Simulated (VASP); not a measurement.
A VASP calculation is set up with these files.

### INCAR
```
ALGO=Normal
EDIFF=1E-6
EDIFFG=-0.01
ENCUT=400
IBRION=2
ISIF=3
ISMEAR=1
LASPH=.TRUE.
LCHARG=.FALSE.
LMAXMIX=4
LMIXTAU=.TRUE.
LREAL=.FALSE.
LWAVE=.FALSE.
METAGGA=R2SCAN
NELM=100
NSW=60
PREC=Accurate
SIGMA=0.1
SYSTEM=Pb
```

### KPOINTS
```
Regular mesh
0
G
 11 11 11
0 0 0
```

### POSCAR
```
Pb
1
   -0.0000000000     2.4936449571     2.4936449571
    2.4936449571     0.0000000000     2.4936449571
    2.4936449571     2.4936449571    -0.0000000000
Pb
1
Direct
  0.0000000000   0.0000000000   0.0000000000
```

POTCAR, in this order: Pb_d (PBE.64 set). Program: vasp_std.

**Question.** Translate this r2SCAN calculation to Ansatz.

**Answer.** One equivalent input (not run):
Ansatz 0.2 input:
```yaml
crystal:
  lattice:
    - [0.0000000, 2.4936450, 2.4936450]
    - [2.4936450, 0.0000000, 2.4936450]
    - [2.4936450, 2.4936450, 0.0000000]
  atoms:
    - { symbol: Pb, position: [0.0000000, 0.0000000, 0.0000000] }
kpoints:
  mp_grid: { grid: [11, 11, 11] }
hamiltonian:
  xc: r2scan
  pseudopotentials: { kind: paw }
scf:
  occupations: { method: methfessel_paxton, width: 0.1 }
  max_iter: 100
relax:
  max_steps: 60
  f_tol: 0.01
  cell: {}
output: { forces: true, stress: true, eigenvalues: true }
```
What does not carry over: each code has its own PAW files, so the cut-off isn't converted (ENCUT is set for VASP's; basis.ecutwfc is left out, and Ansatz then takes the one that its files recommend); Ansatz stops its SCF on the density residual and VASP on the energy change (EDIFF).

The compound is Pb in the fcc structure. This run relaxes it. Symmetry was kept, so distortions that lower it aren't found. The start is the result of an earlier pass.
